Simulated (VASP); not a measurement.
Input for VASP

INCAR:
```
SYSTEM = CdF2
PREC = Accurate
ENCUT = 520
EDIFF = 1E-6
NELM = 100
ALGO = Normal
LREAL = .FALSE.
LASPH = .TRUE.
ISMEAR = 0
SIGMA = 0.05
GGA = PE
LMAXMIX = 4
LWAVE = .FALSE.
LCHARG = .FALSE.
ISIF = 2
```

KPOINTS:
```
k-points along high-symmetry lines
6
Line-mode
Reciprocal
  0.000000   0.000000   0.000000 ! GAMMA
  0.500000   0.000000   0.500000 ! X

  0.500000   0.000000   0.500000 ! X
  0.625000   0.250000   0.625000 ! U

  0.375000   0.375000   0.750000 ! K
  0.000000   0.000000   0.000000 ! GAMMA

  0.000000   0.000000   0.000000 ! GAMMA
  0.500000   0.500000   0.500000 ! L

  0.500000   0.500000   0.500000 ! L
  0.500000   0.250000   0.750000 ! W

  0.500000   0.250000   0.750000 ! W
  0.500000   0.000000   0.500000 ! X
```

### POSCAR
```
CdF2
1
    0.0000000000     2.7489000000     2.7489000000
    2.7489000000     0.0000000000     2.7489000000
    2.7489000000     2.7489000000     0.0000000000
Cd F
1 2
Direct
  0.0000000000   0.0000000000   0.0000000000
  0.2500000000   0.2500000000   0.2500000000
  0.7500000000   0.7500000000   0.7500000000
```

POTCAR, in this order: Cd F (PBE.64 set). Program: vasp_std.

What VASP printed:

**standard output**
```
 POSCAR found type information on POSCAR CdF
 POSCAR found :  2 types and       3 ions
 Reading from existing POTCAR
 Reading from existing POTCAR
 LDA part: xc-table for (Slater+PW92), standard interpolation
 POSCAR, INCAR and KPOINTS ok, starting setup
 WAVECAR not read
 entering main loop
       N       E                     dE             d eps       ncg     rms          rms(c)
DAV:   1     0.199358814003E+03    0.19936E+03   -0.15867E+04  1256   0.153E+03
DAV:   2    -0.326840233616E+01   -0.20263E+03   -0.19691E+03  1346   0.378E+02
DAV:   3    -0.123571435027E+02   -0.90887E+01   -0.90647E+01  1347   0.891E+01
DAV:   4    -0.124058061934E+02   -0.48663E-01   -0.48652E-01  1331   0.647E+00
DAV:   5    -0.124059906339E+02   -0.18444E-03   -0.18444E-03  1316   0.367E-01    0.102E+01
DAV:   6    -0.103831043593E+02    0.20229E+01   -0.64438E+00  1533   0.436E+01    0.724E+00
DAV:   7    -0.104213212701E+02   -0.38217E-01   -0.92741E-01  1229   0.946E+00    0.440E+00
DAV:   8    -0.104125046991E+02    0.88166E-02   -0.19331E-01  1274   0.445E+00    0.756E-01
DAV:   9    -0.104009459975E+02    0.11559E-01   -0.52209E-02  1341   0.252E+00    0.115E-01
DAV:  10    -0.104016246233E+02   -0.67863E-03   -0.36673E-03  1232   0.701E-01    0.121E-01
DAV:  11    -0.104017107293E+02   -0.86106E-04   -0.14602E-04  1369   0.149E-01    0.514E-02
DAV:  12    -0.104017371256E+02   -0.26396E-04   -0.82965E-05  1231   0.938E-02    0.165E-02
DAV:  13    -0.104017390441E+02   -0.19186E-05   -0.77040E-06  1347   0.278E-02    0.701E-03
DAV:  14    -0.104017389701E+02    0.74042E-07   -0.16443E-06   942   0.199E-02
   1 F= -.10401739E+02 E0= -.10401739E+02  d E =-.177350E-14
```

File OUTCAR:
```
------------------------ aborting loop because EDIFF is reached ----------------------------------------
  FORCE on cell =-STRESS in cart. coord.  units (eV):
  Direction    XX          YY          ZZ          XY          YZ          ZX
  --------------------------------------------------------------------------------------
  Total        0.5307008      0.5307008      0.5307008      0.0000000      0.0000000     -0.0000000
  in kB       20.4669692     20.4669692     20.4669692      0.0000000      0.0000000     -0.0000000
  external PRESSURE =      20.4669692 kB  Pullay stress =       0.0000000 kB
  volume of cell :       41.54
      direct lattice vectors                 reciprocal lattice vectors
     0.000000000  2.748900000  2.748900000    -0.181890938  0.181890938  0.181890938
     2.748900000  0.000000000  2.748900000     0.181890938 -0.181890938  0.181890938
     2.748900000  2.748900000  0.000000000     0.181890938  0.181890938 -0.181890938
 POSITION                                       TOTAL-FORCE (eV/Angst)
 -----------------------------------------------------------------------------------
      0.00000      0.00000      0.00000        -0.000000     -0.000000      0.000000
      1.37445      1.37445      1.37445        -0.000000     -0.000000     -0.000000
      4.12335      4.12335      4.12335         0.000000      0.000000      0.000000
 -----------------------------------------------------------------------------------
    total drift:                                0.000000     -0.000000      0.000000
  FREE ENERGIE OF THE ION-ELECTRON SYSTEM (eV)
  ---------------------------------------------------
  free  energy   TOTEN  =       -10.4017389701 eV

  energy  without entropy=      -10.4017389701  energy(sigma->0) =      -10.40173897
```
(Selected blocks of OUTCAR.)

Read input and log: which fault does this run have?
A) LEPSILON was set for a metal
B) a line-mode KPOINTS file was used for a self-consistent run
C) ISPIN is misspelt, so the run is not spin-polarised
D) the mesh has unequal divisions along equivalent axes and breaks the lattice's symmetry

B, a line-mode KPOINTS file was used for a self-consistent run. The run ends without an error. Against the sound run, the energy per atom (σ→0) goes up by 0.168 eV/atom; the pressure rises by 2.36 GPa.

To mend it, correct KPOINTS.
File KPOINTS:
```
Automatic mesh
0
Gamma
5 5 5
0 0 0
```
The mended run (PBE GGA, plane waves, VASP's PBE PAW potentials (set 64)) converges, and its OSZICAR ends with
```
   1 F= -.10906143E+02 E0= -.10906143E+02  d E =-.565988E-15
```

The compound is CdF2 in the fluorite structure. The cell was not relaxed at this level.
